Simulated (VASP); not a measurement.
Given:

```
CELL_PARAMETERS angstrom
      0.00000     2.99782     2.99782
      2.99782     0.00000     2.99782
      2.99782     2.99782     0.00000
ATOMIC_POSITIONS crystal
  Li 0.25000 0.25000 0.25000
  Li 0.75000 0.75000 0.75000
  Se 0.00000 0.00000 0.00000
```

Computed with optB88-vdW, VASP's PBE PAW potentials (set 64) (plane waves; VASP 6.6.1). Numerical set-up: 520 eV cut-off, 7×7×7 Γ-centred mesh, Gaussian smearing of 0.050 eV, potentials Li_sv Se.

### Question
Give the energy at these volumes per atom, relative to the lowest: 16.77, 17.31, 17.84, 18.38, 18.92 Å³.

### Answer
9.4, 2.6, 0.0, 0.9, 4.9 meV/atom. A third-order Birch-Murnaghan fit gives B0 = 34.5 GPa and B0′ = 4.0.

Measured: a 6.002 Å (computed value off by -0.1 %), as given by Syrotyuk et al., Condensed Matter Physics (2015), arXiv:1510.06546. The calculation is for a static lattice, while the measured a holds thermal and zero-point effects, which are part of the difference.

The compound is Li2Se in the antifluorite structure. It was relaxed first.
